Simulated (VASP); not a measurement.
Here is the system:

```yaml
crystal:
  lattice:
    - [2.93359, 0.00000, 0.00000]
    - [0.00000, 2.93359, 0.00000]
    - [0.00000, 0.00000, 2.93359]
  atoms:
    - { symbol: Ti, position: [0.00000, 0.00000, 0.00000] }
    - { symbol: Co, position: [0.50000, 0.50000, 0.50000] }
```

Computed with RPBE GGA, VASP's PBE PAW potentials (set 64) (plane waves; VASP). Run with 520 eV cut-off, 12×12×12 Γ-centred mesh, first-order Methfessel-Paxton smearing of 0.10 eV, potentials Ti_sv Co.

**Question.** The job: TiCo (CsCl type), 2 atoms, RPBE, static run, 520 eV, 12×12×12 Γ-centred mesh. Roughly how much core time does it take on a busy server core?

**Answer.** About 20 core-seconds (one run on a shared machine, a rough figure). It had 84 irreducible k-points, 14 bands, up to 703 plane waves and 17 electronic steps.

The compound is TiCo in the CsCl type structure. This cell is one point of a volume scan, at 0.94 of the reference volume.
